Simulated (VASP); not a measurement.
Shape and ions are relaxed at each volume.

Energy against volume of Ho (hcp). Method: TPSS meta-GGA, VASP's PBE PAW potentials (set 64) (plane waves; VASP).

The 4f electrons are frozen in the core of the lanthanide potential, so 4f levels, which can set the real gap, and their magnetism are missing.

```json
[
 {"V (Å³/atom)": "28.687", "E (eV/atom)": "-7.82139"},
 {"V (Å³/atom)": "29.603", "E (eV/atom)": "-7.83404"},
 {"V (Å³/atom)": "30.518", "E (eV/atom)": "-7.83868"},
 {"V (Å³/atom)": "31.434", "E (eV/atom)": "-7.83617"},
 {"V (Å³/atom)": "32.349", "E (eV/atom)": "-7.82705"}
]
```

Fit a third-order Birch-Murnaghan equation of state.

- volume per atom = 30.64 Å³/atom
- bulk modulus = 41.8 GPa
- pressure derivative of the bulk modulus = 2.24

Measured: bulk modulus 40.2 GPa (computed value off by +3.9 %), as given by Wikipedia, Holmium (infobox). The calculation is for a static lattice, while the measured bulk modulus holds thermal and zero-point effects, which are part of the difference.

The compound is Ho in the hcp structure. It was relaxed first.
